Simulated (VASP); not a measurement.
# A few sheets of CrBr2: relaxation and electronic structure, part 2 of 4

Wanted: how a few sheets of CrBr2 relaxes, and what it costs to take an electron out.

VASP 6.6.1; LDA, spin-polarised from a ferromagnetic start; plane waves and PAW (Br, Cr).

So far. Step 2 (Relaxing the slab): The run used up its steps with a largest force of 0.08 eV/Å at its last finished step, so it is continued.

## (3) Going on with the relaxation

The relaxation goes on from where it stopped.

The input, INCAR:

```
SYSTEM = CrBr2
PREC = Normal
ENCUT = 300
EDIFF = 1E-05
NELM = 120
ISMEAR = 0
SIGMA = 0.05
LREAL = .FALSE.
ALGO = Fast
GGA = CA
NBANDS = 33
ISPIN = 2
MAGMOM = 0 0 0 0 3 3
LASPH = .TRUE.
LMAXMIX = 4
LORBIT = 11
LWAVE = .FALSE.
LCHARG = .FALSE.
KPAR = 2
IBRION = 1
NSW = 40
ISIF = 2
EDIFFG = -0.03
POTIM = 0.3
MAXMIX = 40
IDIPOL = 3
LDIPOL = .TRUE.
DIPOL = 0.5 0.5 0.5
```

The input, POSCAR:

```
CrBr2
1.0
    4.1683699850      0.0000000000      0.0000000000
    2.5597016450      3.2898686630      0.0000000000
    0.0000000000      0.0000000000     24.4820253074
Br Cr
4 2
Direct
    0.4414870186      0.4414870186      0.6738260108
    0.1661060553      0.1661060553      0.5627220067
    0.5427412427      0.5427412427      0.4372779933
    0.2673602794      0.2673602794      0.3261739892
    0.8006425318      0.8006425318      0.6185827739
    0.9082047652      0.9082047652      0.3814172261
```

The input, KPOINTS:

```
Automatic mesh
0
Gamma
7 7 1
0 0 0
```

PAW data sets: Br and Cr (LDA family, release 64).

On the command line:

```bash
$ mpirun -np 2 vasp_std
```

The program printed:

```text
[... set-up lines as in an earlier step ...]
 entering main loop
       N       E                     dE             d eps       ncg     rms          rms(c)
DAV:   1     0.299570617695E+03    0.29957E+03   -0.10068E+04  2112   0.630E+02
DAV:   2     0.220274480461E+02   -0.27754E+03   -0.25972E+03  2283   0.194E+02
DAV:   3    -0.293856152481E+02   -0.51413E+02   -0.49436E+02  2992   0.913E+01
DAV:   4    -0.321357160599E+02   -0.27501E+01   -0.27307E+01  2904   0.296E+01
DAV:   5    -0.322104640234E+02   -0.74748E-01   -0.74616E-01  2895   0.415E+00    0.157E+01
RMM:   6    -0.316887875676E+02    0.52168E+00   -0.10727E+01  2216   0.225E+01    0.144E+01
RMM:   7    -0.315703895977E+02    0.11840E+00   -0.20162E+00  2393   0.847E+00    0.694E+00
RMM:   8    -0.315684519162E+02    0.19377E-02   -0.69002E-01  2385   0.322E+00    0.338E+00
RMM:   9    -0.315748071217E+02   -0.63552E-02   -0.10683E-01  2436   0.186E+00    0.131E+00
RMM:  10    -0.316005832716E+02   -0.25776E-01   -0.27637E-02  2357   0.960E-01    0.101E+00
RMM:  11    -0.316233670592E+02   -0.22784E-01   -0.89064E-03  2415   0.332E-01    0.810E-01
RMM:  12    -0.316684342840E+02   -0.45067E-01   -0.61705E-03  2394   0.300E-01    0.576E-01
RMM:  13    -0.316898729978E+02   -0.21439E-01   -0.47239E-03  2345   0.269E-01    0.286E-01
RMM:  14    -0.316938188785E+02   -0.39459E-02   -0.26297E-03  2384   0.232E-01    0.181E-01
RMM:  15    -0.316943826461E+02   -0.56377E-03   -0.11182E-03  2423   0.166E-01    0.481E-02
RMM:  16    -0.316944978719E+02   -0.11523E-03   -0.27529E-04  1971   0.568E-02    0.372E-02
RMM:  17    -0.316945687298E+02   -0.70858E-04   -0.63754E-05  1911   0.357E-02    0.931E-03
RMM:  18    -0.316946049592E+02   -0.36229E-04   -0.12854E-05  1513   0.235E-02    0.636E-03
RMM:  19    -0.316946258101E+02   -0.20851E-04   -0.40933E-06  1472   0.136E-02    0.437E-03
RMM:  20    -0.316946634709E+02   -0.37661E-04   -0.41042E-06  1463   0.101E-02    0.493E-03
RMM:  21    -0.316946997941E+02   -0.36323E-04   -0.48194E-06  1431   0.102E-02    0.228E-03
RMM:  22    -0.316947102828E+02   -0.10489E-04   -0.18306E-06  1344   0.911E-03    0.273E-03
RMM:  23    -0.316947216477E+02   -0.11365E-04   -0.16660E-06  1259   0.643E-03    0.178E-03
RMM:  24    -0.316947328381E+02   -0.11190E-04   -0.15317E-06  1274   0.682E-03    0.157E-03
RMM:  25    -0.316947344482E+02   -0.16101E-05   -0.60637E-07  1114   0.540E-03
   1 F= -.31694734E+02 E0= -.31694659E+02  d E =-.316947E+02  mag=     7.9996
 BRION: g(F)=  0.732E-03 g(S)=  0.000E+00
 bond charge predicted
       N       E                     dE             d eps       ncg     rms          rms(c)
DAV:   1    -0.316951736219E+02   -0.44078E-03   -0.30630E-02  2534   0.684E-01    0.111E-01
RMM:   2    -0.316952113980E+02   -0.37776E-04   -0.13691E-03  2417   0.239E-01    0.621E-02
RMM:   3    -0.316952620683E+02   -0.50670E-04   -0.25595E-04  2226   0.749E-02    0.316E-02
RMM:   4    -0.316953079894E+02   -0.45921E-04   -0.30734E-05  1683   0.354E-02    0.236E-02
RMM:   5    -0.316953900225E+02   -0.82033E-04   -0.11097E-05  1470   0.219E-02    0.132E-02
RMM:   6    -0.316953776868E+02    0.12336E-04   -0.57261E-06  1419   0.143E-02    0.105E-02
RMM:   7    -0.316953865135E+02   -0.88267E-05   -0.17742E-06  1293   0.115E-02
   2 F= -.31695387E+02 E0= -.31695318E+02  d E =-.652065E-03  mag=     7.9994
[...]
3 F= -.31696529E+02 E0= -.31696478E+02  d E =-.114292E-02  mag=     8.0000
[...]
4 F= -.31696982E+02 E0= -.31696938E+02  d E =-.452874E-03  mag=     8.0008
[...]
5 F= -.31698234E+02 E0= -.31698208E+02  d E =-.125211E-02  mag=     8.0038
[...]
6 F= -.31699464E+02 E0= -.31699450E+02  d E =-.122912E-02  mag=     8.0010
 BRION: g(F)=  0.105E-03 g(S)=  0.000E+00
 BRIONS problems: POTIM should be increased
 retain N=  1 mean eig=30.25
 eig:  30.252
 bond charge predicted
       N       E                     dE             d eps       ncg     rms          rms(c)
DAV:   1    -0.316995379349E+02   -0.72562E-04   -0.14976E-02  2579   0.469E-01    0.881E-02
RMM:   2    -0.316995834373E+02   -0.45502E-04   -0.58668E-04  2315   0.168E-01    0.472E-02
RMM:   3    -0.316995894799E+02   -0.60427E-05   -0.16811E-04  2101   0.608E-02    0.306E-02
RMM:   4    -0.316996092227E+02   -0.19743E-04   -0.14153E-05  1444   0.314E-02    0.369E-02
RMM:   5    -0.316996177513E+02   -0.85286E-05   -0.46048E-06  1344   0.147E-02
   7 F= -.31699618E+02 E0= -.31699606E+02  d E =-.154213E-03  mag=     8.0009
 BRION: g(F)=  0.597E-04 g(S)=  0.000E+00 retain N=  1 mean eig= 6.26
 eig:   6.265
 reached required accuracy - stopping structural energy minimisation
```

It took 85 s on 2 MPI ranks of Intel Xeon 6975P-C (Granite Rapids), shared host; peak memory 0.51 GiB; 2.8 min of CPU time.

Parts of OUTCAR (step 3):

```text
 Found     16 irreducible k-points:

   NELECT =      40.0000    total number of electrons

 dipolmoment           0.000000      0.000000     -0.000000 electrons x Angstroem

 E-fermi :  -1.1765

 spin component 1
 k-point     1 :       0.0000    0.0000    0.0000
  band No.  band energies     occupation
    ...
     20      -2.5422      1.00000
     21      -2.3271      1.00000
     22      -2.3116      1.00000
     23      -1.3069      0.99989
     24      -1.2668      0.99471
     25      -0.5050      0.00000
     26      -0.3946      0.00000
     27       1.2343      0.00000
     28       1.7909      0.00000
     29       1.9764      0.00000
    ...

 k-point     2 :       0.1429    0.0000    0.0000
  band No.  band energies     occupation
    ...
     20      -2.4582      1.00000
     21      -2.1957      1.00000
     22      -2.1666      1.00000
     23      -1.4850      1.00000
     24      -1.4208      1.00000
     25      -0.8507      0.00000
     26      -0.8050      0.00000
     27       1.9702      0.00000
     28       2.3845      0.00000
     29       2.5035      0.00000
    ...

 k-point     3 :       0.2857   -0.0000    0.0000
  band No.  band energies     occupation
    ...
     20      -2.4112      1.00000
     21      -2.1689      1.00000
     22      -2.1221      1.00000
     23      -1.5947      1.00000
     24      -1.4882      1.00000
     25      -1.0225      0.00001
     26      -0.7696      0.00000
     27       2.6545      0.00000
     28       2.7335      0.00000
     29       3.0896      0.00000
    ...

 k-point     4 :       0.4286    0.0000    0.0000
  band No.  band energies     occupation
    ...
     20      -2.5225      1.00000
     21      -2.3358      1.00000
     22      -2.3236      1.00000
     23      -1.3832      1.00000
     24      -1.3369      1.00000
     25      -0.6958      0.00000
     26      -0.5507      0.00000
     27       2.3700      0.00000
     28       2.5306      0.00000
     29       2.6965      0.00000
    ...

  Total       -2.3606153     -2.9120097     -0.1463366      0.3543411      0.0000459      0.0000877
  in kB      -11.2653228    -13.8966855     -0.6983472      1.6909857      0.0002189      0.0004187
  external PRESSURE =      -8.6201185 kB  Pullay stress =       0.0000000 kB

 POSITION                                       TOTAL-FORCE (eV/Angst)
 -----------------------------------------------------------------------------------
      2.94545      1.44025     16.49741        -0.004836     -0.002364      0.012875
      1.14082      0.55784     13.76184         0.005955      0.002912     -0.023813
      3.62835      1.77418     10.72018        -0.005955     -0.002912      0.023813
      1.82373      0.89176      7.98461         0.004836      0.002364     -0.012875
      5.39345      2.63727     15.13853         0.004180      0.002044     -0.014298
      6.10380      2.98461      9.34349        -0.004180     -0.002044      0.014298
 -----------------------------------------------------------------------------------
    total drift:                                0.000098      0.000048     -0.000058

  FREE ENERGIE OF THE ION-ELECTRON SYSTEM (eV)
  ---------------------------------------------------
  free  energy   TOTEN  =       -31.6996177513 eV

  energy  without entropy=      -31.6995936867  energy(sigma->0) =      -31.69960572

 reached required accuracy - stopping structural energy minimisation

 vacuum level on the upper side and lower side of the slab         3.399         3.399

 total charge
# of ion       s       p       d       tot
------------------------------------------
    1        1.611   3.238   0.025   4.874
    2        1.612   3.232   0.026   4.871
    3        1.612   3.232   0.026   4.871
    4        1.611   3.238   0.025   4.874
    5        0.305   0.350   4.279   4.934
    6        0.305   0.350   4.279   4.934
--------------------------------------------------
tot          7.056  13.640   8.660  29.356

 magnetization (x)
# of ion       s       p       d       tot
------------------------------------------
    1        0.002  -0.015   0.013  -0.001
    2        0.002  -0.017   0.013  -0.003
    3        0.002  -0.017   0.013  -0.003
    4        0.002  -0.015   0.013  -0.001
    5        0.051   0.032   3.595   3.679
    6        0.051   0.032   3.595   3.679
--------------------------------------------------
tot          0.111  -0.000   7.240   7.351

[... 8 parts as in an earlier step ...]

[... 10 further parts left out ...]
```

The magnetic state follows from one typed start and may not be the lowest. The gap is read on the k-mesh alone, so it is an upper bound where the band edges lie off the mesh. The data set Cr keeps the semicore shell frozen, which is cheaper and a little less accurate. The run keeps the 4 symmetry operations of its start, so it cannot find a distortion of lower symmetry.

Step by step:

```
step  energy less that of the first step (eV)  largest force (eV/Å)
   1                                   0.0000                0.0822
   2                                  -0.0007                0.0700
   3                                  -0.0018                0.0514
   4                                  -0.0022                0.0430
   5                                  -0.0035                0.0340
   6                                  -0.0047                0.0336
   7                                  -0.0049                0.0247
```

The atoms that moved most (Å):

```
atom      dx      dy      dz  length
 Br3  -0.023  -0.011   0.015   0.030
 Br2   0.023   0.011  -0.015   0.030
 Br1  -0.025  -0.012   0.001   0.028
 Br4   0.025   0.012  -0.001   0.028
 Cr5   0.007   0.003  -0.006   0.009
 Cr6  -0.007  -0.003   0.006   0.009
```

The relaxed structure:

```cif
data_structure
_symmetry_space_group_name_H-M 'P 1'
_symmetry_Int_Tables_number 1
_cell_length_a 4.1684
_cell_length_b 4.1684
_cell_length_c 24.4820
_cell_angle_alpha 90.000
_cell_angle_beta 90.000
_cell_angle_gamma 52.115
_cell_volume 335.73
loop_
_atom_site_label
_atom_site_type_symbol
_atom_site_fract_x
_atom_site_fract_y
_atom_site_fract_z
_atom_site_occupancy
Br1 Br 0.43778 0.43778 0.67386 1
Br2 Br 0.16956 0.16956 0.56212 1
Br3 Br 0.53929 0.53929 0.43788 1
Br4 Br 0.27106 0.27106 0.32614 1
Cr5 Cr 0.80163 0.80163 0.61835 1
Cr6 Cr 0.90721 0.90721 0.38165 1
```

Numbers from this step:

```
electronic cycles                                 : 59
electrons                                         : 40
free energy (TOTEN)                               : -31.70 eV
Fermi energy                                      : -1.177 eV
moment of the cell, from the last line of the log : 8.001 μB
labelled metallic, from the levels on this mesh   : no
dipole moment                                     : 0, 0, 0 e·Å
gap on the k-mesh                                 : 0.1906 eV
least direct gap on the k-mesh                    : 0.4377 eV
```

Spin moment in the PAW sphere by atom:

```
atom  spin moment in the PAW sphere (μB)
 Br1                                0.00
 Br2                                0.00
 Br3                                0.00
 Br4                                0.00
 Cr5                                3.68
 Cr6                                3.68
```

The run ended after 7 ionic steps, 0.005 eV below its first step, once the forces on the free atoms met EDIFFG = -0.03.

Only the dipole across the slab is computed (IDIPOL = 3); zeros along the plane are no results.

## (4) Vacuum level and density of states

A static run writes the electrostatic potential without exchange and correlation (LVHAR), which is flat in the vacuum and gives the level to count from. The dipole correction cancels the field that unlike faces would set up across the vacuum.

The input, INCAR:

```
SYSTEM = CrBr2
PREC = Normal
ENCUT = 300
EDIFF = 1E-06
NELM = 120
ISMEAR = 0
SIGMA = 0.05
LREAL = .FALSE.
ALGO = Fast
GGA = CA
NBANDS = 43
ISPIN = 2
MAGMOM = 0 0 0 0 3 3
LASPH = .TRUE.
LMAXMIX = 4
LORBIT = 11
LWAVE = .TRUE.
LCHARG = .TRUE.
IDIPOL = 3
LDIPOL = .TRUE.
DIPOL = 0.5 0.5 0.5
LVHAR = .TRUE.
LVACPOTAV = .TRUE.
LELF = .TRUE.
NEDOS = 1500
```

The input, POSCAR:

```
CrBr2
1.0
    4.1683699850      0.0000000000      0.0000000000
    2.5597016450      3.2898686630      0.0000000000
    0.0000000000      0.0000000000     24.4820253074
Br Cr
4 2
Direct
    0.4377848696      0.4377848696      0.6738581576
    0.1695617871      0.1695617871      0.5621201818
    0.5392855109      0.5392855109      0.4378798182
    0.2710624284      0.2710624284      0.3261418424
    0.8016336895      0.8016336895      0.6183529248
    0.9072136075      0.9072136075      0.3816470752
```

KPOINTS is that of step 3.

The input, KPOINTS_OPT:

```
Line mode
14
Line-mode
Reciprocal
  0.00000000   0.00000000   0.00000000 GAMMA
  0.30977450  -0.30977450   0.00000000 X

  0.30977450  -0.30977450   0.00000000 X
  0.69022550   0.30977450   0.00000000 A1

  0.69022550   0.30977450   0.00000000 A1
  0.50000000   0.50000000   0.00000000 Y

  0.50000000   0.50000000   0.00000000 Y
  0.00000000   0.00000000   0.00000000 GAMMA
```

On the command line:

```bash
$ mpirun -np 2 vasp_std
```

The program printed:

```text
[banner, memory and clock lines left out]
running    2 mpi-ranks, on    1 nodes
 distrk:  each k-point on    2 cores,    1 groups
 distr:  one band on    1 cores,    2 groups

 POSCAR found type information on POSCAR BrCr
 POSCAR found :  2 types and       6 ions
 LDA part: xc-table for (Slater(with rela. corr.)+CA(PZ))
 , standard interpolation
|                                                                             |
|           W    W    AA    RRRRR   N    N  II  N    N   GGGG   !!!           |
|           W    W   A  A   R    R  NN   N  II  NN   N  G    G  !!!           |
|           W    W  A    A  R    R  N N  N  II  N N  N  G       !!!           |
|           W WW W  AAAAAA  RRRRR   N  N N  II  N  N N  G  GGG   !            |
|           WW  WW  A    A  R   R   N   NN  II  N   NN  G    G                |
|           W    W  A    A  R    R  N    N  II  N    N   GGGG   !!!           |
|                                                                             |
|     The number of bands has been changed from the values supplied in        |
|     The orbitals not found in the WAVECAR file will be initialized with     |
|     random numbers, which is usually adequate. For correlated               |
|     calculations, however, you should redo the groundstate calculation.     |
|     I found NBANDS = 43. Now, NBANDS = 44.                                  |
|                                                                             |

 POSCAR, INCAR and KPOINTS ok, starting setup
 FFT: planning ... GRIDC
 FFT: planning ... GRID_SOFT
 FFT: planning ... GRID
 WAVECAR not read
 entering main loop
       N       E                     dE             d eps       ncg     rms          rms(c)
DAV:   1     0.272107230484E+03    0.27211E+03   -0.96837E+03  2816   0.473E+02
DAV:   2     0.108944194033E+02   -0.26121E+03   -0.23569E+03  3028   0.141E+02
DAV:   3    -0.300621439317E+02   -0.40957E+02   -0.39681E+02  3688   0.679E+01
DAV:   4    -0.321392311421E+02   -0.20771E+01   -0.20682E+01  3608   0.223E+01
DAV:   5    -0.322034144222E+02   -0.64183E-01   -0.64116E-01  3752   0.305E+00    0.157E+01
RMM:   6    -0.318926050170E+02    0.31081E+00   -0.75147E+00  3179   0.145E+01    0.144E+01
RMM:   7    -0.315923322416E+02    0.30027E+00   -0.11022E+00  3182   0.580E+00    0.704E+00
RMM:   8    -0.315694902577E+02    0.22842E-01   -0.28755E-01  3501   0.211E+00    0.314E+00
RMM:   9    -0.315795280666E+02   -0.10038E-01   -0.84769E-02  4093   0.874E-01    0.121E+00
RMM:  10    -0.316081804819E+02   -0.28652E-01   -0.11125E-02  3786   0.393E-01    0.950E-01
RMM:  11    -0.316384278966E+02   -0.30247E-01   -0.34527E-03  3576   0.263E-01    0.800E-01
RMM:  12    -0.316739982784E+02   -0.35570E-01   -0.40830E-03  3834   0.205E-01    0.546E-01
RMM:  13    -0.316952420509E+02   -0.21244E-01   -0.27842E-03  4152   0.161E-01    0.281E-01
RMM:  14    -0.316990256092E+02   -0.37836E-02   -0.15409E-03  4157   0.114E-01    0.109E-01
RMM:  15    -0.316993078245E+02   -0.28222E-03   -0.38901E-04  4205   0.651E-02    0.435E-02
RMM:  16    -0.316993932245E+02   -0.85400E-04   -0.40430E-05  3916   0.264E-02    0.251E-02
RMM:  17    -0.316994446620E+02   -0.51437E-04   -0.16682E-05  3822   0.141E-02    0.879E-03
RMM:  18    -0.316994903499E+02   -0.45688E-04   -0.75097E-06  3736   0.100E-02    0.384E-03
RMM:  19    -0.316995255461E+02   -0.35196E-04   -0.35551E-06  3501   0.571E-03    0.318E-03
RMM:  20    -0.316995634975E+02   -0.37951E-04   -0.28111E-06  3524   0.452E-03    0.241E-03
RMM:  21    -0.316995976045E+02   -0.34107E-04   -0.33365E-06  3594   0.431E-03    0.137E-03
RMM:  22    -0.316996081096E+02   -0.10505E-04   -0.97918E-07  3302   0.335E-03    0.934E-04
RMM:  23    -0.316996170908E+02   -0.89812E-05   -0.45044E-07  3168   0.279E-03    0.719E-04
RMM:  24    -0.316996201767E+02   -0.30860E-05   -0.21723E-07  3070   0.183E-03    0.421E-04
RMM:  25    -0.316996213397E+02   -0.11630E-05   -0.78380E-08  2906   0.139E-03    0.342E-04
RMM:  26    -0.316996219574E+02   -0.61764E-06   -0.52251E-08  2800   0.907E-04
|                                                                             |
|           W    W    AA    RRRRR   N    N  II  N    N   GGGG   !!!           |
|           W    W   A  A   R    R  NN   N  II  NN   N  G    G  !!!           |
|           W    W  A    A  R    R  N N  N  II  N N  N  G       !!!           |
|           W WW W  AAAAAA  RRRRR   N  N N  II  N  N N  G  GGG   !            |
|           WW  WW  A    A  R   R   N   NN  II  N   NN  G    G                |
|           W    W  A    A  R    R  N    N  II  N    N   GGGG   !!!           |
|                                                                             |
|     Did not find any points to average over, which means that no vacuum     |
|     field-free region was found. Please increase the size of  your cell     |
|     in the dimension of the dipole correction to obtain accurate            |
|     workfunction values.                                                    |
|                                                                             |

   1 F= -.31699622E+02 E0= -.31699610E+02  d E =-.243551E-04  mag=     7.9999
 Start KPOINTS_OPT (optional k-point list driver)
k-point batch [1-16\56]
       N       E                     dE             ncg
DAV:   1     0.253143942914E+03   -0.88560E+04     2816
DAV:   2    -0.381966026391E+04   -0.40728E+04     3096
DAV:   3    -0.442730782831E+04   -0.60765E+03     3624
DAV:   4    -0.445509933142E+04   -0.27792E+02     3488
DAV:   5    -0.445600761438E+04   -0.90828E+00     3712
DAV:   6    -0.445605228789E+04   -0.44674E-01     3868
DAV:   7    -0.445605360080E+04   -0.13129E-02     3724
DAV:   8    -0.445605368598E+04   -0.85177E-04     3576
DAV:   9    -0.445605368947E+04   -0.34973E-05     2868
DAV:  10    -0.445605368964E+04   -0.16289E-06     2320
[...]
k-point batch [49-56\56]
       N       E                     dE             ncg
DAV:   1     0.578504503053E+04   -0.74760E+03     1408
DAV:   2     0.373277379438E+04   -0.20523E+04     1556
DAV:   3     0.339708345837E+04   -0.33569E+03     1752
DAV:   4     0.338291764565E+04   -0.14166E+02     1696
DAV:   5     0.338241920135E+04   -0.49844E+00     1920
DAV:   6     0.338239726473E+04   -0.21937E-01     1872
DAV:   7     0.338239663398E+04   -0.63075E-03     1920
DAV:   8     0.338239659388E+04   -0.40104E-04     1752
DAV:   9     0.338239659222E+04   -0.16591E-05     1400
DAV:  10     0.338239659214E+04   -0.78204E-07     1152
 writing wavefunctions
```

Run time: 2 min. Hardware: 2 MPI ranks; peak memory 0.5 GiB; 3.9 min of CPU time.

[end of part 2 of 4]

[Lines on the potential files, build, host, timing and source positions are cut from VASP's logs without a mark.]

[Logs are printed without paths, hosts, clocks, repeated set-up lines and the standing remarks that a program may print on its own settings, such as how far it seeks lower states.]

[Hosts, paths, dates, database ids (printed as entryN), source tags and the programs' standing remarks are cut or masked in the printed files.]

[In band tables of VASP the shares of atoms and orbitals are scaled to a sum of 1 inside the atoms' spheres.]

[Runs that stopped without an error message from VASP are left out.]
